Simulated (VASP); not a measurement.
Data:

```xyz
6
Lattice="4.4179 0.0000 0.0000 0.0000 4.4179 0.0000 0.0000 0.0000 4.4179" Properties=species:S:1:pos:R:3 pbc="T T T"
Cu     3.3134     1.1045     3.3134
Cu     1.1045     3.3134     3.3134
Cu     3.3134     3.3134     1.1045
Cu     1.1045     1.1045     1.1045
O      0.0000     4.4179     0.0000
O      2.2090     2.2090     2.2090
```

Computed with vdW-DF2, VASP's PBE PAW potentials (set 64) (plane waves; VASP 6.6.1). Settings: 520 eV cut-off, Gaussian smearing of 0.050 eV, potentials Cu O.

Estimate the band gap (along the path) with the smallest direct gap where there is one.

```
Item                                   Result
------------------------------------  -------
band gap (along the path)             0.50 eV
smallest direct gap (along the path)  0.50 eV
```

The absolute energy has meaning only against runs of the same code, potentials and settings.

The compound is Cu2O in the cuprite structure. It was relaxed first, which changed the volume by +11 %.
